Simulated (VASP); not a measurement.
Output of a VASP run:

**OSZICAR**
```
       N       E                     dE             d eps       ncg     rms          rms(c)
DAV:   1     0.616615799742E+03    0.61662E+03   -0.26643E+04 12608   0.178E+03
DAV:   2     0.776036795632E+01   -0.60886E+03   -0.57160E+03 13740   0.527E+02
DAV:   3    -0.642305712194E+02   -0.71991E+02   -0.70666E+02 14892   0.175E+02
DAV:   4    -0.661545579906E+02   -0.19240E+01   -0.18595E+01 15000   0.282E+01
DAV:   5    -0.662007427115E+02   -0.46185E-01   -0.45996E-01 15620   0.436E+00    0.419E+01
DAV:   6    -0.581079792658E+02    0.80928E+01   -0.15852E+02 14626   0.102E+02    0.380E+01
DAV:   7    -0.527657666242E+02    0.53422E+01   -0.10556E+02 15220   0.101E+02    0.188E+01
DAV:   8    -0.506702983714E+02    0.20955E+01   -0.71097E+00 14144   0.239E+01    0.701E+00
DAV:   9    -0.503190591678E+02    0.35124E+00   -0.19921E+00 16672   0.122E+01    0.235E+00
DAV:  10    -0.503329932437E+02   -0.13934E-01   -0.17903E-01 13962   0.379E+00    0.131E+00
DAV:  11    -0.503341657273E+02   -0.11725E-02   -0.25737E-02 16674   0.147E+00    0.572E-01
DAV:  12    -0.503336515743E+02    0.51415E-03   -0.34100E-03 17284   0.546E-01    0.262E-01
DAV:  13    -0.503334667349E+02    0.18484E-03   -0.12272E-03 15426   0.359E-01    0.850E-02
DAV:  14    -0.503334591240E+02    0.76109E-05   -0.12960E-04 14982   0.880E-02    0.452E-02
DAV:  15    -0.503334586909E+02    0.43309E-06   -0.23877E-05 15618   0.346E-02    0.172E-02
DAV:  16    -0.503334576438E+02    0.10471E-05   -0.40984E-06 16418   0.170E-02    0.532E-03
DAV:  17    -0.503334576100E+02    0.33771E-07   -0.70147E-07 12538   0.716E-03
   1 F= -.52131874E+02 E0= -.52131874E+02  d E =0.000000E+00  mag=     4.0001
```

File OUTCAR:
```
------------------------ aborting loop because EDIFF is reached ----------------------------------------
  Edisp (eV):   -1.79842
  FORCE on cell =-STRESS in cart. coord.  units (eV):
  Direction    XX          YY          ZZ          XY          YZ          ZX
  --------------------------------------------------------------------------------------
  Total      -0.00904    -0.00904     0.01283    -0.00000     0.00000     0.00000
  in kB      -0.25563    -0.25563     0.36303    -0.00000     0.00000     0.00000
  external pressure =       -0.05 kB  Pullay stress =        0.00 kB
  volume of cell :       56.63
      direct lattice vectors                 reciprocal lattice vectors
     4.410429520  0.000000000  0.000000000     0.226735286  0.000000000  0.000000000
     0.000000000  4.410429520  0.000000000     0.000000000  0.226735286  0.000000000
     0.000000000  0.000000000  2.911175429     0.000000000  0.000000000  0.343503861
 POSITION                                       TOTAL-FORCE (eV/Angst)
 -----------------------------------------------------------------------------------
      0.00000      0.00000      0.00000        -0.000000      0.000000      0.000000
      2.20521      2.20521      1.45559        -0.000000      0.000000      0.000000
      1.33715      1.33715      0.00000        -0.005133     -0.005133      0.000000
      3.54237      0.86806      1.45559        -0.005133      0.005133     -0.000000
      0.86806      3.54237      1.45559         0.005133     -0.005133      0.000000
      3.07328      3.07328      0.00000         0.005133      0.005133     -0.000000
 -----------------------------------------------------------------------------------
    total drift:                               -0.000000      0.000000      0.000000
  FREE ENERGIE OF THE ION-ELECTRON SYSTEM (eV)
  ---------------------------------------------------
  free  energy   TOTEN  =       -52.1318735212 eV

  energy  without entropy=      -52.1318735212  energy(sigma->0) =      -52.13187352

 total charge

# of ion       s       p       d       tot
------------------------------------------
    1        0.370   6.472   4.039  10.881
    2        0.370   6.472   4.039  10.881
    3        1.572   3.469   0.000   5.041
    4        1.572   3.469   0.000   5.041
    5        1.572   3.469   0.000   5.041
    6        1.572   3.469   0.000   5.041
--------------------------------------------------
tot          7.029  26.819   8.078  41.927

 magnetization (x)

# of ion       s       p       d       tot
------------------------------------------
    1        0.024   0.033   2.036   2.092
    2        0.024   0.033   2.036   2.092
    3       -0.003  -0.069   0.000  -0.071
    4       -0.003  -0.069   0.000  -0.071
    5       -0.003  -0.069   0.000  -0.071
    6       -0.003  -0.069   0.000  -0.071
--------------------------------------------------
tot          0.038  -0.209   4.071   3.899

 Electric field gradients after diagonalization (V/A^2)
 (convention: |V_zz| > |V_xx| > |V_yy|)
----------------------------------------------------------------------
 ion       V_xx      V_yy      V_zz     asymmetry (V_yy - V_xx)/ V_zz
----------------------------------------------------------------------
   1      29.975    15.455   -45.430       0.320
   2      29.975    15.455   -45.430       0.320
   3     -22.212    -3.288    25.500       0.742
   4     -22.212    -3.288    25.500       0.742
   5     -22.212    -3.288    25.500       0.742
   6     -22.212    -3.288    25.500       0.742
```
(Selected blocks of OUTCAR.)

**POSCAR**
```
CrO2
1
    4.4104295196     0.0000000000     0.0000000000
    0.0000000000     4.4104295196     0.0000000000
    0.0000000000     0.0000000000     2.9111754288
Cr O
2 4
Direct
  0.0000000000   0.0000000000   0.0000000000
  0.5000000000   0.5000000000   0.5000000000
  0.3031800221   0.3031800221   0.0000000000
  0.8031800221   0.1968199779   0.5000000000
  0.1968199779   0.8031800221   0.5000000000
  0.6968199779   0.6968199779   0.0000000000
```

Q: Reconstruct the remaining input files.

A: This is not unique; one that fits is the input of the run itself, PBE GGA with D4 dispersion, plane waves, VASP's PBE PAW potentials (set 64).

**KPOINTS**
```
Automatic
0
G
8 8 12
```

### INCAR
```
SYSTEM = CrO2
PREC = Accurate
ENCUT = 520
EDIFF = 1E-7
NELM = 100
ALGO = Normal
LREAL = .FALSE.
LASPH = .TRUE.
ISMEAR = -5
GGA = PE
IVDW = 13
LMAXMIX = 4
ISPIN = 2
MAGMOM = 2.1 2.1 -0.1 -0.1 -0.1 -0.1
LORBIT = 11
LWAVE = .FALSE.
LCHARG = .TRUE.
NEDOS = 601
ISIF = 2
LEFG = .TRUE.
```

POTCAR, in this order: Cr_pv O (PBE.64 set). Program: vasp_std.

For a metal the tetrahedron method with Blöchl corrections gives inexact stress and forces.

The compound is CrO2 in the rutile structure. It was relaxed first.
